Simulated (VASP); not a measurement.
Given:

```yaml
crystal:
  lattice:
    - [-1.86163, 1.86163, 1.86163]
    - [1.86163, -1.86163, 1.86163]
    - [1.86163, 1.86163, -1.86163]
  atoms:
    - { symbol: In, position: [0.00000, 0.00000, 0.00000] }
```

Calculation: PBEsol GGA with spin-orbit coupling, VASP's PBE PAW potentials (set 64) (plane waves; VASP 6.6.1). Numerical set-up: 400 eV cut-off, 12×12×12 Γ-centred mesh, Gaussian smearing of 0.050 eV, potentials In_d.

**Question.** Estimate the energy per atom (σ→0), band gap (over mesh and band path) with the smallest direct gap where there is one.

**Answer.** 
```json
{
 "band gap (over mesh and band path)": "none (metal, semimetal or under 0.01 eV)",
 "energy per atom (σ→0)": "-3.001 eV/atom"
}
```

Only differences to runs with the same potentials and settings are physical.

The structure was generated: In was put into the bcc type (Im-3m), which need not be its known phase. It was relaxed first.
